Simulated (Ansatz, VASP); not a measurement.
# Two plane-wave programs on GaGe

INCAR

```
PREC = Accurate ; ENCUT = 520
EDIFF = 1E-7 ; ISMEAR = -1
SIGMA = 0.05 ; LREAL = F
LASPH = T ; NELM = 100
ALGO = Normal ; ISIF = 2
LWAVE = F ; LCHARG = T
GGA = CA ; LELF = T
LVHAR = T ; NBANDS = 20
```

The input KPOINTS:

```
Automatic mesh
0
Gamma
  8 8 8
```

The input POSCAR:

```
GaGe
1.0
    0.0000000000      2.8586791449      2.8586791449
    2.8586791449      0.0000000000      2.8586791449
    2.8586791449      2.8586791449      0.0000000000
Ge Ga
1 1
Direct
    0.0000000000      0.0000000000      0.0000000000
    0.2500000000      0.2500000000      0.2500000000
```

File input.yaml:

```yaml
crystal:
  lattice:
    - [0.0, 2.8586791449, 2.8586791449]
    - [2.8586791449, 0.0, 2.8586791449]
    - [2.8586791449, 2.8586791449, 0.0]
  atoms:
    - { symbol: Ge, position: [0.0, 0.0, 0.0] }
    - { symbol: Ga, position: [0.25, 0.25, 0.25] }
hamiltonian:
  xc: lda
  pseudopotentials: { kind: paw }
kpoints:
  mp_grid: { grid: [8, 8, 8] }
scf:
  occupations: { method: fermi_dirac, width: 0.05 }
output:
  forces: true
  stress: true
  eigenvalues: true
```

The cell comes from a database or a generator and needn't be the stable form of this composition.

Alike in both runs: task single point; functional LDA; k mesh 8 × 8 × 8; occupations fermi-dirac, width 0.05 eV; no spin polarisation.

|  | VASP | Ansatz |
| --- | --- | --- |
| version | VASP 6.6.1 | Ansatz 0.2.0 |
| potentials or method | VASP PAW LDA potentials, release 64 (Ge_d, Ga_d) | Ansatz PAW |
| plane-wave cutoff (eV) | 520 | 420 |
| valence electrons in the cell | 27 | 27 |

|  | VASP | Ansatz | Ansatz less VASP |
| --- | --- | --- | --- |
| gap on the k mesh at the Fermi level (eV) | none | none | - |
| pressure (GPa) | -2.1 | -2.3 | -0.12 |

A gap of «none» marks a metal or a gap that the smearing closes.

Caveats: the PAW data sets come from PBE, with cores solved anew for the run's functional, which leaves a small shift of forces and pressure (Ansatz).
